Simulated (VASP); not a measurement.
Output of a VASP run:

### OSZICAR
```
...
DAV:   2    -0.837385433339E+01    0.20159E-02   -0.51062E-03  1820   0.521E-01    0.164E-01
DAV:   3    -0.837299797480E+01    0.85636E-03   -0.26215E-03  2107   0.378E-01    0.945E-02
DAV:   4    -0.837301302204E+01   -0.15047E-04   -0.93981E-05  2056   0.712E-02    0.471E-02
DAV:   5    -0.837300727938E+01    0.57427E-05   -0.34013E-05  2184   0.395E-02    0.105E-02
DAV:   6    -0.837300742591E+01   -0.14652E-06   -0.13131E-06  1013   0.829E-03
   5 F= -.83730074E+01 E0= -.83739727E+01  d E =-.716578E-03
       N       E                     dE             d eps       ncg     rms          rms(c)
DAV:   1    -0.837449273766E+01   -0.14855E-02   -0.80663E-02  1680   0.230E+00    0.214E-01
DAV:   2    -0.837352240318E+01    0.97033E-03   -0.24533E-03  1827   0.362E-01    0.114E-01
DAV:   3    -0.837311080697E+01    0.41160E-03   -0.12603E-03  2114   0.262E-01    0.657E-02
DAV:   4    -0.837311769838E+01   -0.68914E-05   -0.45230E-05  2040   0.495E-02    0.324E-02
DAV:   5    -0.837311456645E+01    0.31319E-05   -0.16085E-05  2205   0.273E-02    0.723E-03
DAV:   6    -0.837311470057E+01   -0.13412E-06   -0.60301E-07   910   0.572E-03
   6 F= -.83731147E+01 E0= -.83740590E+01  d E =-.823853E-03
       N       E                     dE             d eps       ncg     rms          rms(c)
DAV:   1    -0.837314702947E+01   -0.32463E-04   -0.16598E-03  1680   0.330E-01    0.301E-02
DAV:   2    -0.837312713441E+01    0.19895E-04   -0.50642E-05  1813   0.517E-02    0.163E-02
DAV:   3    -0.837311858936E+01    0.85450E-05   -0.25916E-05  2100   0.374E-02    0.948E-03
DAV:   4    -0.837311890155E+01   -0.31219E-06   -0.79874E-07   931   0.705E-03
   7 F= -.83731189E+01 E0= -.83740678E+01  d E =-.828054E-03
       N       E                     dE             d eps       ncg     rms          rms(c)
DAV:   1    -0.837315897229E+01   -0.40383E-04   -0.25230E-03  1680   0.408E-01    0.380E-02
DAV:   2    -0.837312788522E+01    0.31087E-04   -0.76211E-05  1834   0.635E-02    0.202E-02
DAV:   3    -0.837311475250E+01    0.13133E-04   -0.39335E-05  2107   0.461E-02    0.115E-02
DAV:   4    -0.837311517582E+01   -0.42332E-06   -0.12442E-06  1043   0.872E-03
   8 F= -.83731152E+01 E0= -.83740692E+01  d E =-.824328E-03
       N       E                     dE             d eps       ncg     rms          rms(c)
DAV:   1    -0.837312883990E+01   -0.14087E-04   -0.63459E-04  1680   0.204E-01    0.185E-02
DAV:   2    -0.837312158809E+01    0.72518E-05   -0.19524E-05  1813   0.322E-02    0.102E-02
DAV:   3    -0.837311851159E+01    0.30765E-05   -0.98100E-06  2107   0.231E-02    0.584E-03
DAV:   4    -0.837311847577E+01    0.35825E-07   -0.29686E-07   861   0.429E-03
   9 F= -.83731185E+01 E0= -.83740702E+01  d E =-.827628E-03
       N       E                     dE             d eps       ncg     rms          rms(c)
DAV:   1    -0.837381169660E+01   -0.69319E-03   -0.14430E-02  2386   0.865E-01    0.185E-01
DAV:   2    -0.837324108719E+01    0.57061E-03   -0.17242E-03  2267   0.292E-01    0.891E-02
DAV:   3    -0.837309238254E+01    0.14870E-03   -0.12863E-03  2594   0.199E-01    0.580E-02
DAV:   4    -0.837311301524E+01   -0.20633E-04   -0.10525E-04  2000   0.630E-02    0.281E-02
DAV:   5    -0.837313496483E+01   -0.21950E-04   -0.48228E-05  3054   0.306E-02    0.113E-02
DAV:   6    -0.837313501366E+01   -0.48830E-07   -0.21589E-06  1213   0.107E-02
  10 F= -.83731350E+01 E0= -.83741056E+01  d E =-.165379E-04
```

File OUTCAR:
```
------------------------ aborting loop because EDIFF is reached ----------------------------------------
  FORCE on cell =-STRESS in cart. coord.  units (eV):
  Direction    XX          YY          ZZ          XY          YZ          ZX
  --------------------------------------------------------------------------------------
  Total       -0.0114166     -0.0114166     -0.0177215      0.0000000      0.0000000      0.0000000
  in kB       -0.2918622     -0.2918623     -0.4530439      0.0000000      0.0000000      0.0000000
  external PRESSURE =      -0.3455895 kB  Pullay stress =       0.0000000 kB
  volume of cell :       62.67
      direct lattice vectors                 reciprocal lattice vectors
     1.804287426 -3.125117760  0.000000000     0.277117710 -0.159993971  0.000000000
     1.804287426  3.125117760 -0.000000000     0.277117710  0.159993971  0.000000000
    -0.000000000  0.000000000  5.557350551    -0.000000000  0.000000000  0.179941861
 POSITION                                       TOTAL-FORCE (eV/Angst)
 -----------------------------------------------------------------------------------
      1.80429      1.04171      1.38934        -0.000000     -0.000000      0.000000
      1.80429     -1.04171      4.16801         0.000000      0.000000      0.000000
 -----------------------------------------------------------------------------------
    total drift:                                0.000000      0.000512     -0.000010
  FREE ENERGIE OF THE ION-ELECTRON SYSTEM (eV)
  ---------------------------------------------------
  free  energy   TOTEN  =        -8.3731350137 eV

  energy  without entropy=       -8.3760468902  energy(sigma->0) =       -8.37410564

 reached required accuracy - stopping structural energy minimisation
```
(Selected blocks of OUTCAR.)

POSCAR:
```
Y
1
    1.8250000000    -3.1609930000     0.0000000000
    1.8250000000     3.1609930000     0.0000000000
    0.0000000000     0.0000000000     5.7300000000
Y
2
Direct
  0.3333330000   0.6666670000   0.2500000000
  0.6666670000   0.3333330000   0.7500000000
```

### Question
Write an INCAR and KPOINTS that could have produced this output.

### Answer
This is not unique; one that fits is the input of the run itself, vdW-DF-cx, plane waves, VASP's PBE PAW potentials (set 64).

File KPOINTS:
```
Automatic mesh
0
Gamma
10 10 6
0 0 0
```

**INCAR**
```
! general
SYSTEM   = Y
PREC     = Accurate
ENCUT    = 520
LREAL    = .False.   ! projection in real space or not
LASPH    = .True.

! electronic loop
EDIFF    = 1E-6
NELM     = 100
ALGO     = Normal
LMAXMIX  = 4   ! l cut-off of mixed one-centre charges

! smearing
ISMEAR   = 1   ! Methfessel-Paxton
SIGMA    = 0.1   ! width (eV)

! functional
GGA      = CX
LUSE_VDW = .True.
AGGAC    = 0.0

! ions
IBRION   = 2
NSW      = 60   ! most ionic steps
ISIF     = 3
EDIFFG   = -0.01

! output
LWAVE    = .False.
LCHARG   = .False.
```

POTCAR, in this order: Y_sv (PBE.64 set). Program: vasp_std.

Energy and stress use the plane-wave basis of the starting cell.

The compound is Y in the hcp structure. This run relaxes it. Symmetry was kept, so distortions that lower it aren't found.
